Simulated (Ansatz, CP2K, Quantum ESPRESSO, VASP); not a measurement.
## Code comparison for LaSi3Os (P1, 5 atoms in the cell)

Self-consistent single point, at a second geometry (atoms moved at random). First geometry:

```
CELL_PARAMETERS angstrom
     -2.14294     2.14294     4.98994
      2.14294    -2.14294     4.98994
      2.14294     2.14294    -4.98994
ATOMIC_POSITIONS crystal
  La 0.99856 0.99856 0.00000
  Si 0.41925 0.41925 0.00000
  Si 0.26042 0.76042 0.50000
  Si 0.76042 0.26042 0.50000
  Os 0.65535 0.65535 0.00000
```

Second geometry:
```yaml
crystal:
  lattice:
    - [-2.14294, 2.14294, 4.98994]
    - [2.14294, -2.14294, 4.98994]
    - [2.14294, 2.14294, -4.98994]
  atoms:
    - { symbol: La, position: [0.99306, 0.99918, 0.99870] }
    - { symbol: Si, position: [0.40333, 0.39531, 0.97419] }
    - { symbol: Si, position: [0.27242, 0.75734, 0.50652] }
    - { symbol: Si, position: [0.77066, 0.27869, 0.52653] }
    - { symbol: Os, position: [0.65453, 0.66349, 0.99407] }
```

Shared settings, as Ansatz (a quantum-chemistry and plane-wave program) writes them: kpoints.mp_grid.grid = 8 8 8; scf.occupations.method = gaussian; scf.occupations.width = 0.1 eV. Potentials and cutoffs stand in the table.

```csv
code,model,ΔF from the first geometry (meV/atom),pressure (GPa),largest force (eV/Å),cutoff
CP2K,"LDA (Pade form), GPW, DZVP-MOLOPT-SR-GTH basis, GTH-PADE potentials (GTH_POTENTIALS)",42.1,-6.41,1.883,grid 500 Ry
Ansatz,"LDA (PW92), PAW files made with PBE",40.0,-4.35,2.036,420 eV
VASP,"LDA (PZ), VASP's LDA PAW potentials (set 64)",39.7,-4.59,2.060,300 eV
Quantum ESPRESSO,"LDA (PZ), GBRV 1.5 ultrasoft (LDA) pseudopotentials",40.1,-4.31,2.038,40 Ry
```

Size of the force on each atom (eV/Å): Sizes of forces hide their directions.

```
code                La1    Si2    Si3    Si4    Os5
----------------  -----  -----  -----  -----  -----
CP2K              0.289  1.521  1.075  1.064  1.883
Ansatz            0.319  1.271  1.062  1.046  2.036
VASP              0.317  1.241  1.072  1.056  2.060
Quantum ESPRESSO  0.326  1.274  1.064  1.048  2.038
```

On Ansatz's run: spin-orbit coupling is off. Spin polarisation is off.

The spread over the programs that give each value: ΔF from the first geometry within 2.4 meV/atom; pressure within 2.10 GPa; largest force within 0.177 eV/Å.

CP2K uses small atom-centred bases, whose incompleteness enters pressures, forces and empty levels differently from a plane-wave cutoff. Ansatz's pressure is given at a fixed set of plane waves, as the other plane-wave codes print theirs. The same LDA comes in different parametrisations, which differ slightly. In the pressure, CP2K (by 2.06) lies more than 1 GPa from the median of the plane-wave programs. In the force vectors, CP2K (by 0.271) lies more than 0.08 eV/Å from the median of the plane-wave programs.

VASP's run is marked for a possible Pulay error in its stress at this cutoff; no cutoff test was made.

The starting cell comes from a database of computed structures (which also holds hypothetical and non-ambient phases and stackings), without a prior relaxation at this level. For this run, on top of that: atoms moved at random.

Keys are those of Ansatz 0.2.
